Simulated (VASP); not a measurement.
Method: PBE GGA, VASP's PBE PAW potentials (set 64) (plane waves; VASP).

Input for VASP

File POSCAR:
```
NiSi2
1
    0.0000000000     2.7218240985     2.7218240985
    2.7218240985     0.0000000000     2.7218240985
    2.7218240985     2.7218240985     0.0000000000
Si Ni
2 1
Direct
  0.2500000000   0.2500000000   0.2500000000
  0.7500000000   0.7500000000   0.7500000000
  0.0000000000   0.0000000000   0.0000000000
```

### KPOINTS
```
kpoints
0
Gamma
  10 10 10
0 0 0
```

**INCAR**
```
SYSTEM = NiSi2
PREC = Accurate; ENCUT = 500; LREAL = .False.
LASPH = .True.
EDIFF = 1E-6; NELM = 100; ALGO = Normal
LMAXMIX = 4
ISMEAR = 1; SIGMA = 0.1
GGA = PE
IBRION = 2; NSW = 40; ISIF = 3
EDIFFG = -0.02; PSTRESS = 50
LWAVE = .False.; LCHARG = .False.
```

POTCAR, in this order: Si Ni (PBE.64 set). Program: vasp_std.

The run wrote:

File OSZICAR:
```
       N       E                     dE             d eps       ncg     rms          rms(c)
DAV:   1     0.712114860693E+02    0.71211E+02   -0.78361E+03  1230   0.137E+03
DAV:   2    -0.151057729884E+02   -0.86317E+02   -0.81005E+02  1267   0.249E+02
DAV:   3    -0.192941929844E+02   -0.41884E+01   -0.40914E+01  1586   0.622E+01
DAV:   4    -0.193773668501E+02   -0.83174E-01   -0.82726E-01  1450   0.812E+00
DAV:   5    -0.193796529794E+02   -0.22861E-02   -0.22855E-02  1619   0.143E+00    0.163E+01
DAV:   6    -0.243339220841E+02   -0.49543E+01   -0.55907E+01  1320   0.184E+02    0.257E+01
DAV:   7    -0.174981413435E+02    0.68358E+01   -0.16135E+01  1462   0.114E+02    0.413E+00
DAV:   8    -0.174128520185E+02    0.85289E-01   -0.23251E+00  1781   0.263E+01    0.260E+00
DAV:   9    -0.173705468899E+02    0.42305E-01   -0.28990E-01  1494   0.109E+01    0.639E-01
DAV:  10    -0.173686758225E+02    0.18711E-02   -0.11267E-02  1699   0.223E+00    0.286E-01
DAV:  11    -0.173688165059E+02   -0.14068E-03   -0.11058E-03  1507   0.276E-01    0.483E-02
DAV:  12    -0.173688516571E+02   -0.35151E-04   -0.38382E-05  1559   0.685E-02    0.217E-02
DAV:  13    -0.173688537109E+02   -0.20537E-05   -0.22461E-05  1454   0.953E-02    0.845E-03
DAV:  14    -0.173688538626E+02   -0.15179E-06   -0.17266E-06  1199   0.144E-02
   1 F= -.16110306E+02 E0= -.16110001E+02  d E =-.161103E+02
       N       E                     dE             d eps       ncg     rms          rms(c)
DAV:   1    -0.185175702981E+02   -0.11487E+01   -0.10359E+01  1405   0.704E+01    0.111E+01
DAV:   2    -0.211766430301E+02   -0.26591E+01   -0.29929E+01  1420   0.140E+02    0.174E+01
DAV:   3    -0.172875141254E+02    0.38891E+01   -0.95300E+00  1475   0.927E+01    0.193E+00
DAV:   4    -0.173011197453E+02   -0.13606E-01   -0.94235E-01  1738   0.122E+01    0.139E+00
DAV:   5    -0.172913170500E+02    0.98027E-02   -0.64648E-02  1538   0.540E+00    0.536E-01
DAV:   6    -0.172887749553E+02    0.25421E-02   -0.11060E-02  1593   0.247E+00    0.135E-01
DAV:   7    -0.172888815428E+02   -0.10659E-03   -0.72831E-04  1478   0.266E-01    0.550E-02
DAV:   8    -0.172888784045E+02    0.31383E-05   -0.29538E-05  1762   0.835E-02    0.152E-02
DAV:   9    -0.172888783643E+02    0.40194E-07   -0.13931E-06   915   0.229E-02
   2 F= -.16107705E+02 E0= -.16107178E+02  d E =0.260104E-02
       N       E                     dE             d eps       ncg     rms          rms(c)
DAV:   1    -0.176397708157E+02   -0.35089E+00   -0.27033E+00  1342   0.370E+01    0.511E+00
DAV:   2    -0.181894681381E+02   -0.54970E+00   -0.58541E+00  1566   0.663E+01    0.828E+00
DAV:   3    -0.173606312948E+02    0.82884E+00   -0.31235E+00  1414   0.433E+01    0.124E+00
DAV:   4    -0.173532410317E+02    0.73903E-02   -0.79417E-02  1458   0.414E+00    0.529E-01
DAV:   5    -0.173505848720E+02    0.26562E-02   -0.40071E-03  1940   0.119E+00    0.143E-01
DAV:   6    -0.173504655836E+02    0.11929E-03   -0.30909E-04  1795   0.208E-01    0.445E-02
DAV:   7    -0.173504703341E+02   -0.47505E-05   -0.13062E-05  1893   0.563E-02    0.119E-02
DAV:   8    -0.173504698170E+02    0.51715E-06   -0.24265E-06  1000   0.310E-02
   3 F= -.16130344E+02 E0= -.16129934E+02  d E =-.200377E-01
```

OUTCAR:
```
------------------------ aborting loop because EDIFF is reached ----------------------------------------
  FORCE on cell =-STRESS in cart. coord.  units (eV):
  Direction    XX          YY          ZZ          XY          YZ          ZX
  --------------------------------------------------------------------------------------
  Total        1.1983162      1.1983162      1.1983162      0.0000000      0.0000000     -0.0000000
  in kB       49.1062639     49.1062639     49.1062639      0.0000000      0.0000000     -0.0000000
  external PRESSURE =      -0.8937361 kB  Pullay stress =      50.0000000 kB
  volume of cell :       39.10
      direct lattice vectors                 reciprocal lattice vectors
     0.000000000  2.693839465  2.693839465    -0.185608685  0.185608685  0.185608685
     2.693839465  0.000000000  2.693839465     0.185608685 -0.185608685  0.185608685
     2.693839465  2.693839465 -0.000000000     0.185608685  0.185608685 -0.185608685
 POSITION                                       TOTAL-FORCE (eV/Angst)
 -----------------------------------------------------------------------------------
      1.34692      1.34692      1.34692         0.000000      0.000000      0.000000
      4.04076      4.04076      4.04076        -0.000000     -0.000000     -0.000000
      0.00000      0.00000      0.00000        -0.000000      0.000000      0.000000
 -----------------------------------------------------------------------------------
    total drift:                               -0.000000     -0.000000      0.000000
  FREE ENERGIE OF THE ION-ELECTRON SYSTEM (eV)
  ---------------------------------------------------
  free  energy   TOTEN  =       -17.3504698170 eV

  energy  without entropy=      -17.3492396186  energy(sigma->0) =      -17.35005975
  enthalpy is  TOTEN    =       -16.1303441843 eV   P V=        1.2201256326

 reached required accuracy - stopping structural energy minimisation
```
(Selected blocks of OUTCAR.)

File CONTCAR:
```
NiSi2
   1.00000000000000
     0.0000000000000000    2.6938394652202802    2.6938394652202802
     2.6938394652202802    0.0000000000000000    2.6938394652202802
     2.6938394652202802    2.6938394652202802   -0.0000000000000000
  Si              Ni
     2     1
Direct
     0.2500000000000000    0.2500000000000000    0.2500000000000000
     0.7500000000000000    0.7500000000000000    0.7500000000000000
     0.0000000000000000    0.0000000000000000    0.0000000000000000
```

Energy and stress use the plane-wave basis of the starting cell.

The compound is NiSi2 in the fluorite structure. This run relaxes it under an external pressure of 5 GPa. Symmetry was kept, so distortions that lower it aren't found. The run is not spin-polarised, so no magnetic state was tried.
